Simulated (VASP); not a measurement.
MgBe:

```xyz
2
Lattice="3.0509 0.0000 0.0000 0.0000 3.0509 0.0000 0.0000 0.0000 3.0509" Properties=species:S:1:pos:R:3 pbc="T T T"
Be    1.5254    1.5254    1.5254
Mg    0.0000    0.0000    0.0000
```

The cell was built by a generator and needn't be a form met in nature.

```yaml
Program: VASP 6.6.1
Task: relaxation of cell and atoms
Functional: PBE
Potentials_or_basis: VASP PAW PBE potentials, release 64 (Be, Mg)
Cutoff: 600 eV
k_mesh: 6 × 6 × 6
Occupations: fermi-dirac, width 0.1 eV
Spin: no spin polarisation
```

At the start: pressure 1.7 GPa; volume 14.20 Å³/atom.

**Question.** Where does the relaxation end?

**Answer.** Over 3 steps the energy falls by 2.0 meV/atom and the volume is 14.59 Å³/atom (+2.7 %); space group Pm-3m (No. 221, to 0.05 Å).

Step by step:
| step | energy change (eV) | largest force (eV/Å) | pressure (GPa) | volume (Å³) |
| --- | --- | --- | --- | --- |
| 1 | 0.0000 | 0.0000 | 1.71 | 28.40 |
| 2 | -0.0039 | 0.0000 | 0.30 | 29.03 |
| 3 | -0.0040 | 0.0000 | -0.01 | 29.17 |

Final structure:
```
Be Mg
1.0
     3.07834    0.00000    0.00000
     0.00000    3.07834    0.00000
     0.00000    0.00000    3.07834
Be Mg
1 1
Direct
  0.50000 0.50000 0.50000
  0.00000 0.00000 0.00000
```
